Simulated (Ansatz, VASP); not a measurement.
# Pb (Lead) in two plane-wave programs, part 2 of 2

Wanted: the spread between two codes on one cell, functional and k mesh. The cell is taken from a series of runs on this material, whose earlier steps may have relaxed, scaled, displaced or heated it; both programs get it as it stands.

VASP 6.6.1 and Ansatz 0.2.0.

So far: Set-up; Ansatz: elastic constants, PBEsol.

### 3. VASP: elastic constants, PBEsol

Level of this step: PBEsol; plane waves and PAW (Pb_d) (VASP).

The same cell, functional, mesh and smearing now go to VASP, with its own data sets.

Lines of VASP's logs that name or quote its potential files are left out, and so is its time.

File INCAR:

```
SYSTEM = Pb
PREC = Accurate
ENCUT = 500
EDIFF = 1E-08
NELM = 120
ISMEAR = -1
SIGMA = 0.15
LREAL = .FALSE.
ALGO = Normal
GGA = PS
NBANDS = 13
LORBIT = 11
LWAVE = .FALSE.
LCHARG = .FALSE.
ISIF = 3
IBRION = 6
NFREE = 2
POTIM = 0.015
NSW = 1
LASPH = .TRUE.
GGA_COMPAT = .FALSE.
KPAR = 2
```

File POSCAR:

```
Pb
1.0
    0.0000000000      2.4684111930      2.4684111930
    2.4684111930      0.0000000000      2.4684111930
    2.4684111930      2.4684111930      0.0000000000
Pb
1
Direct
    0.0000000000      0.0000000000      0.0000000000
```

File KPOINTS:

```
Automatic mesh
0
Gamma
18 18 18
0 0 0
```

The projector-augmented-wave data sets are Pb_d (PBE family, release 64).

Launch:

```bash
$ mpirun -np 2 vasp_std
```

Numbers of over 12 decimals in the logs are rounded to 6 here.

What it wrote:

```text
[banner, memory and clock lines left out]
running    2 mpi-ranks, on    1 nodes
 distrk:  each k-point on    1 cores,    2 groups
 distr:  one band on    1 cores,    1 groups

 POSCAR found type information on POSCAR Pb
 POSCAR found :  1 types and       1 ions
|                                                                             |
|               ----> ADVICE to this user running VASP <----                  |
|                                                                             |
|     You enforced a specific xc type in the INCAR file but a different       |
|     [... a line on the potential file left out ...]
|     I HOPE YOU KNOW WHAT YOU ARE DOING!                                     |
|                                                                             |

 LDA part: xc-table for (Slater+PW92), standard interpolation
 POSCAR, INCAR and KPOINTS ok, starting setup
 FFT: planning ... GRIDC
 FFT: planning ... GRID_SOFT
 FFT: planning ... GRID
 WAVECAR not read
 entering main loop
       N       E                     dE             d eps       ncg     rms          rms(c)
DAV:   1     0.105035408701E+03    0.10504E+03   -0.69376E+03  5167   0.122E+03
DAV:   2     0.937744109976E+00   -0.10410E+03   -0.10072E+03  5360   0.307E+02
DAV:   3    -0.391805231148E+01   -0.48558E+01   -0.48406E+01  6356   0.719E+01
DAV:   4    -0.402978403364E+01   -0.11173E+00   -0.11171E+00  6197   0.115E+01
DAV:   5    -0.403485578710E+01   -0.50718E-02   -0.50716E-02  7158   0.229E+00    0.587E-01
DAV:   6    -0.402109755438E+01    0.13758E-01   -0.17926E-02  6520   0.240E+00    0.276E-01
DAV:   7    -0.401773610567E+01    0.33614E-02   -0.71543E-03  6585   0.139E+00    0.914E-02
DAV:   8    -0.401752223960E+01    0.21387E-03   -0.40764E-04  7808   0.337E-01    0.934E-03
DAV:   9    -0.401752079499E+01    0.14446E-05   -0.68682E-06  6702   0.478E-02    0.434E-03
DAV:  10    -0.401752061336E+01    0.18164E-06   -0.59492E-07  6300   0.103E-02    0.134E-04
DAV:  11    -0.401752059224E+01    0.21117E-07   -0.13950E-08  5220   0.112E-03    0.659E-05
DAV:  12    -0.401752058439E+01    0.78485E-08   -0.16137E-09  4160   0.531E-04
   1 F= -.40175206E+01 E0= -.39978976E+01  d E =-.392459E-01
[... from here on, the cycles between the ionic steps are left out ...]
   2 F= -.40162086E+01 E0= -.39964357E+01  d E =-.395457E-01
   3 F= -.40166049E+01 E0= -.39972405E+01  d E =-.387289E-01
   7 F= -.40166049E+01 E0= -.39972405E+01  d E =-.387289E-01
   8 F= -.40171633E+01 E0= -.39975997E+01  d E =-.391273E-01
   9 F= -.40171633E+01 E0= -.39975997E+01  d E =-.391273E-01
  10 F= -.40171633E+01 E0= -.39975997E+01  d E =-.391273E-01
  11 F= -.40171634E+01 E0= -.39975997E+01  d E =-.391273E-01
  12 F= -.40171634E+01 E0= -.39975997E+01  d E =-.391273E-01
  13 F= -.40171634E+01 E0= -.39975997E+01  d E =-.391273E-01
  14 F= -.40175208E+01 E0= -.39978979E+01  d E =-.392459E-01
 Finite differences progress:
  Degree of freedom:   7/  7
  Displacement:        1/  2
  Total:              13/ 14
 bond charge predicted
       N       E                     dE             d eps       ncg     rms          rms(c)
DAV:   1    -0.400311884919E+01    0.14402E-01   -0.61406E+00  6045   0.165E+01    0.638E-02
DAV:   2    -0.401748842093E+01   -0.14370E-01   -0.14549E-01  6533   0.386E+00    0.404E-02
DAV:   3    -0.401753883330E+01   -0.50412E-04   -0.93138E-04  6900   0.281E-01    0.250E-02
DAV:   4    -0.401752708133E+01    0.11752E-04   -0.21829E-04  6644   0.254E-01    0.123E-02
DAV:   5    -0.401752186569E+01    0.52156E-05   -0.14035E-05  6567   0.626E-02    0.466E-03
DAV:   6    -0.401752090519E+01    0.96050E-06   -0.26049E-06  6735   0.287E-02    0.626E-04
DAV:   7    -0.401752086538E+01    0.39805E-07   -0.83365E-08  7458   0.384E-03    0.125E-04
DAV:   8    -0.401752085210E+01    0.13282E-07   -0.24130E-09  4065   0.828E-04    0.209E-05
DAV:   9    -0.401752085112E+01    0.98021E-09   -0.40474E-10  3485   0.288E-04
  15 F= -.40175209E+01 E0= -.39978979E+01  d E =-.392459E-01
 Finite differences progress:
  Degree of freedom:   7/  7
  Displacement:        2/  2
  Total:              14/ 14
```

OUTCAR, selected parts (step 3):

```text
ion  position               nearest neighbor table
   1  0.000  0.000  0.000-

  LATTYP: Found a face centered cubic cell.
 ALAT       =     4.9368223860

 Subroutine GETGRP returns: Found 48 space group operations
 (whereof 48 operations were pure point group operations)

The static configuration has the point symmetry O_h .

 Found    195 irreducible k-points:

   k-points           NKPTS =    195   k-points in BZ     NKDIM =    195   number of bands    NBANDS=     13

   dimension x,y,z NGX =    28 NGY =   28 NGZ =   28
   dimension x,y,z NGXF=    56 NGYF=   56 NGZF=   56

   ENCUT  =  500.0 eV  36.75 Ry    6.06 a.u.   6.36  6.36  6.36*2*pi/ulx,y,z

   NELECT =      14.0000    total number of electrons

 k-points in reciprocal lattice and weights: Automatic mesh
   0.00000000  0.00000000  0.00000000       0.000
   0.05555556  0.00000000  0.00000000       0.001
   0.11111111  0.00000000  0.00000000       0.001
   0.16666667  0.00000000  0.00000000       0.001
   0.22222222  0.00000000  0.00000000       0.001
   0.27777778  0.00000000  0.00000000       0.001
   0.33333333  0.00000000  0.00000000       0.001
   0.38888889  0.00000000  0.00000000       0.001
   0.44444444  0.00000000  0.00000000       0.001
[...]
-0.27777778  0.44444444  0.22222222       0.004
  -0.27777778  0.50000000  0.22222222       0.002

 average (electrostatic) potential at core
       1 -89.9962

 E-fermi :   7.2197

 k-point     1 :       0.0000    0.0000    0.0000
  band No.  band energies     occupation
    ...
      2      -9.8017      2.00000
      3      -9.8017      2.00000
      4      -9.6564      2.00000
      5      -9.6564      2.00000
      6      -4.6322      2.00000
      7      14.6658      0.00000
      8      14.6658      0.00000
      9      14.6658      0.00000
     10      16.9598      0.00000
     11      18.6093      0.00000
    ...

 k-point     2 :       0.0556    0.0000    0.0000
  band No.  band energies     occupation
    ...
      2      -9.7969      2.00000
      3      -9.7969      2.00000
      4      -9.6568      2.00000
      5      -9.6568      2.00000
      6      -4.5722      2.00000
      7      13.8778      0.00000
      8      14.5887      0.00000
      9      14.5887      0.00000
     10      16.8014      0.00000
     11      18.9762      0.00000
    ...

 k-point     3 :       0.1111    0.0000    0.0000
  band No.  band energies     occupation
    ...
      2      -9.7847      2.00000
      3      -9.7847      2.00000
      4      -9.6566      2.00000
      5      -9.6566      2.00000
      6      -4.3922      2.00000
      7      12.2757      0.00000
      8      14.3809      0.00000
      9      14.3809      0.00000
     10      16.5785      0.00000
     11      19.5704      0.00000
    ...

  Total       -0.0152479     -0.0152479     -0.0152479      0.0000000     -0.0000000      0.0000000
  in kB       -0.8121531     -0.8121531     -0.8121531      0.0000000     -0.0000000      0.0000000
  external PRESSURE =      -0.8121531 kB  Pullay stress =       0.0000000 kB

  energy-cutoff  :      500.00
  volume of cell :       30.08
      direct lattice vectors                 reciprocal lattice vectors
     0.000000000  2.468411193  2.468411193    -0.202559444  0.202559444  0.202559444
     2.468411193  0.000000000  2.468411193     0.202559444 -0.202559444  0.202559444
     2.468411193  2.468411193  0.000000000     0.202559444  0.202559444 -0.202559444

 POSITION                                       TOTAL-FORCE (eV/Angst)
 -----------------------------------------------------------------------------------
     -0.01500      0.00000      0.00000         0.000000     -0.000000      0.000000
 -----------------------------------------------------------------------------------
    total drift:                                0.000011      0.000000      0.000000

  FREE ENERGIE OF THE ION-ELECTRON SYSTEM (eV)
  ---------------------------------------------------
  free  energy   TOTEN  =        -4.0175208511 eV

  energy  without entropy=       -3.9782749083  energy(sigma->0) =       -3.99789788

  SYMMETRIZED ELASTIC MODULI (kBar)
 Direction    XX          YY          ZZ          XY          YZ          ZX
 --------------------------------------------------------------------------------
 XX         528.6935    435.1562    435.1562      0.0000      0.0000      0.0000
 YY         435.1562    528.6935    435.1562      0.0000      0.0000     -0.0000
 ZZ         435.1562    435.1562    528.6935      0.0000     -0.0000      0.0000
 XY           0.0000      0.0000      0.0000    172.8294      0.0000     -0.0000
 YZ           0.0000      0.0000     -0.0000      0.0000    172.8294      0.0000
 ZX           0.0000     -0.0000      0.0000     -0.0000      0.0000    172.8294
 --------------------------------------------------------------------------------

 Eigenvectors and eigenvalues of the dynamical matrix
 ----------------------------------------------------

   1 f/i=    0.000000 THz     0.000000 2PiTHz    0.000000 cm-1     0.000000 meV
             X         Y         Z           dx          dy          dz
      0.000000  0.000000  0.000000     0.427360    0.904082    0.000000

   2 f/i=    0.000000 THz     0.000000 2PiTHz    0.000000 cm-1     0.000000 meV
             X         Y         Z           dx          dy          dz
      0.000000  0.000000  0.000000    -0.904082    0.427360    0.000000

   3 f/i=    0.000000 THz     0.000000 2PiTHz    0.000000 cm-1     0.000000 meV
             X         Y         Z           dx          dy          dz
      0.000000  0.000000  0.000000     0.000000    0.000000    1.000000

 ELASTIC MODULI CONTR FROM IONIC RELAXATION (kBar)
 Direction    XX          YY          ZZ          XY          YZ          ZX
 --------------------------------------------------------------------------------
 XX           0.0000      0.0000      0.0000      0.0000      0.0000      0.0000
 YY           0.0000      0.0000      0.0000      0.0000      0.0000      0.0000
 ZZ           0.0000      0.0000      0.0000      0.0000      0.0000      0.0000
 XY           0.0000      0.0000      0.0000      0.0000      0.0000      0.0000
 YZ           0.0000      0.0000      0.0000      0.0000      0.0000      0.0000
 ZX           0.0000      0.0000      0.0000      0.0000      0.0000      0.0000
 --------------------------------------------------------------------------------

 TOTAL ELASTIC MODULI (kBar)
 Direction    XX          YY          ZZ          XY          YZ          ZX
 --------------------------------------------------------------------------------
 XX         528.6935    435.1562    435.1562      0.0000      0.0000      0.0000
 YY         435.1562    528.6935    435.1562      0.0000      0.0000     -0.0000
 ZZ         435.1562    435.1562    528.6935      0.0000     -0.0000      0.0000
 XY           0.0000      0.0000      0.0000    172.8294      0.0000     -0.0000
 YZ           0.0000      0.0000     -0.0000      0.0000    172.8294      0.0000
 ZX           0.0000     -0.0000      0.0000     -0.0000      0.0000    172.8294
 --------------------------------------------------------------------------------

 total charge
# of ion       s       p       d       tot
------------------------------------------
    1        1.392   0.746   9.808  11.946

[... 3 further parts left out ...]
```

CONTCAR:

```
Pb
   1.00000000000000
     0.0000000000000000    2.4684111930000001    2.4684111930000001
     2.4684111930000001    0.0000000000000000    2.4684111930000001
     2.4684111930000001    2.4684111930000001    0.0000000000000000
  Pb
     1
Direct
     0.0030383916671861   -0.0030383916671861   -0.0030383916671861
```

Levels, forces or a CONTCAR printed for this step are those of its last displaced cell, not of the structure at rest.

### 4. Side by side

Known differences besides the potentials themselves: the cutoff is 320 eV in Ansatz and 500 eV in VASP; Ansatz makes its cores anew for this functional, VASP keeps those of its PBE data sets; VASP takes each elastic constant from one size of strain, Ansatz from those that its log lists; Ansatz's log warns that its cutoff lies below the recommended one. Total energies have different zeros and are not compared.

Compared:

| quantity | Ansatz | VASP | difference |
| --- | --- | --- | --- |
| C11 (GPa) | 54.2 | 52.9 | +2.56 % |
| C22 (GPa) | 54.2 | 52.9 | +2.56 % |
| C33 (GPa) | 54.2 | 52.9 | +2.56 % |
| C12 (GPa) | 44.3 | 43.5 | +1.76 % |
| C13 (GPa) | 44.3 | 43.5 | +1.76 % |
| C23 (GPa) | 44.3 | 43.5 | +1.76 % |
| C44 (GPa) | 17.8 | 17.3 | +3.05 % |
| C55 (GPa) | 17.8 | 17.3 | +3.05 % |
| C66 (GPa) | 17.8 | 17.3 | +3.05 % |

### 5. What came out

```yaml
difference_in_c44_elastic_constants_pbesol: 3.1 %
```

What this shows: The difference in C44 is 3.1 % (elastic constants, PBEsol), within the 5 % picked in this series as the mark of a large difference. Such differences can come from data sets, numerical settings and the points named under the comparisons, not from the functional's error against experiment.

[Lines on the potential files, build, host, timing and source positions are cut from VASP's logs without a mark.]

[Logs are printed without paths, hosts, clocks, repeated set-up lines and the standing remarks that a program may print on its own settings, such as how far it seeks lower states.]

[Hosts, paths, dates, database ids (printed as entryN), source tags and the programs' standing remarks are cut or masked in the printed files.]
